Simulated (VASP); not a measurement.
```
CELL_PARAMETERS angstrom
      3.56440     0.00000     0.00000
     -1.78220     3.08686     0.00000
      0.00000     0.00000     3.85940
ATOMIC_POSITIONS crystal
  Ca 0.00000 0.00000 0.00000
  B  0.33333 0.66667 0.50000
  B  0.66667 0.33333 0.50000
```

Computed with PBE GGA, VASP's PBE PAW potentials (set 64) (plane waves; VASP). Settings: 520 eV cut-off, 8×8×6 Γ-centred mesh, first-order Methfessel-Paxton smearing of 0.10 eV, potentials Ca_sv B.

Question: Give the stress tensor in GPa (positive for a compressed cell).

Answer: 
```
-22.52    0.00    0.00
  0.00  -22.52    0.00
  0.00    0.00    3.83
```
The pressure is its mean diagonal, -13.74 GPa.

The structure was generated: CaB2 was put into the AlB2 type (P6/mmm), which need not be its known phase. The cell was not relaxed at this level.
